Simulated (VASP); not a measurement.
Given:

```xyz
2
Lattice="1.3500 0.7794 4.3133 -1.3500 0.7794 4.3133 0.0000 -1.5588 4.3133" Properties=species:S:1:pos:R:3 pbc="T T T"
Cu     0.0000     0.0000     0.0000
Pt     0.0000     0.0000     6.4700
```

The numbers are results of PBEsol GGA, VASP's PBE PAW potentials (set 64) (plane waves; VASP), not measurements. Run with 400 eV cut-off, 14×14×14 Γ-centred mesh, first-order Methfessel-Paxton smearing of 0.10 eV, potentials Cu Pt.

Question: The ions, cell shape and volume are relaxed. Give the cell that the relaxation ends in.

Answer: 
```xyz
2
Lattice="1.3501 0.7795 4.2384 -1.3501 0.7795 4.2384 0.0000 -1.5589 4.2384" Properties=species:S:1:pos:R:3 pbc="T T T"
Cu     0.0000     0.0000     0.0000
Pt     0.0000     0.0000     6.3577
```
Space group R-3m (166), at a tolerance of 0.03 Å.

Question: How do energy and volume change from the first to the last step?

Answer: The energy (σ→0) changes by -4.7 meV/atom and the volume by -1.7 %, in 5 ionic steps.

```json
[
 {"step": "1", "E(σ→0) (eV)": "-11.5905", "max force (eV/Å)": "0.000", "pressure (GPa)": "-3.60", "volume (Å³)": "27.23"},
 {"step": "2", "E(σ→0) (eV)": "-11.5849", "max force (eV/Å)": "0.000", "pressure (GPa)": "6.78", "volume (Å³)": "26.04"},
 {"step": "3", "E(σ→0) (eV)": "-11.5981", "max force (eV/Å)": "0.000", "pressure (GPa)": "0.68", "volume (Å³)": "26.71"},
 {"step": "4", "E(σ→0) (eV)": "-11.5998", "max force (eV/Å)": "0.000", "pressure (GPa)": "0.03", "volume (Å³)": "26.77"},
 {"step": "5", "E(σ→0) (eV)": "-11.5998", "max force (eV/Å)": "0.000", "pressure (GPa)": "0.06", "volume (Å³)": "26.76"}
]
```

The structure was generated: CuPt was put into the CuPt type (R-3m), which need not be its known phase. This run relaxes it. Symmetry was kept, so distortions that lower it aren't found. The electron count is odd and the run is not spin-polarised, which forces a metal.
